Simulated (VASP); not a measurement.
Write the native input for VASP 6.6.1 that does the following.

- Task: density of states
- Functional: PBE
- Potentials or basis: VASP PAW PBE potentials, release 64 (Nb_sv, Cd)
- Cutoff: 520 eV
- k mesh: 8 × 8 × 8
- Occupations: fermi-dirac, width 0.03 eV
- Spin: no spin polarisation
- Dipole correction: no
- k mesh for the DOS: 12 × 12 × 12
- Occupations for the DOS: tetrahedron
- Further INCAR settings: ALGO = Fast; EDIFF = 1e-06

Crystal: NbCd3.

```
Nb Cd
1.0
     4.21500    0.00000    0.00000
     0.00000    4.21500    0.00000
     0.00000    0.00000    4.21500
Nb Cd
1 3
Direct
  0.00000 0.00000 0.00000
  0.00000 0.50000 0.50000
  0.50000 0.00000 0.50000
  0.50000 0.50000 0.00000
```

The input as run:

POSCAR

```
NbCd3
1.0
    4.2150000000      0.0000000000      0.0000000000
    0.0000000000      4.2150000000      0.0000000000
    0.0000000000      0.0000000000      4.2150000000
Nb Cd
1 3
Direct
    0.0000000000      0.0000000000      0.0000000000
    0.0000000000      0.5000000000      0.5000000000
    0.5000000000      0.0000000000      0.5000000000
    0.5000000000      0.5000000000      0.0000000000
```

INCAR.step1

```
  PREC = Accurate
  ENCUT = 520
  EDIFF = 1E-6
  ISMEAR = -1
  SIGMA = 0.03
  LREAL = F
  LASPH = T
  NELM = 100
  ALGO = Fast
  ISIF = 2
  LWAVE = F
  LCHARG = T
  LMAXMIX = 4
  GGA = PE
  NBANDS = 32
```

KPOINTS.step1

```
regular mesh
0
Gamma
  8 8 8
```

INCAR.step2

```
  PREC = Accurate
  ENCUT = 520
  EDIFF = 1E-6
  ISMEAR = -5
  SIGMA = 0.03
  LREAL = F
  LASPH = T
  NELM = 100
  ALGO = Fast
  ISIF = 2
  LWAVE = F
  LCHARG = F
  LMAXMIX = 4
  GGA = PE
  LORBIT = 11
  NEDOS = 2001
  ICHARG = 11
```

KPOINTS.step2

```
regular mesh
0
Gamma
  12 12 12
```

Potentials or basis: VASP PAW PBE potentials, release 64 (Nb_sv, Cd).

Run with:

```sh
$ cat potpaw_PBE.64/Nb_sv/POTCAR potpaw_PBE.64/Cd/POTCAR > POTCAR
$ cp INCAR.step1 INCAR
$ cp KPOINTS.step1 KPOINTS
$ mpirun -np 1 vasp_std > vasp.out
$ cp INCAR.step2 INCAR
$ cp KPOINTS.step2 KPOINTS
$ mpirun -np 1 vasp_std > vasp.out
```

It gave:

* Valence electrons inside the program's atomic spheres: Nb 10.58; Cd 10.44

It took 2.4 min on 1 thread of Intel(R) Xeon(R) Platinum 8488C (Sapphire Rapids) (shared host), peak memory 0.28 GiB.
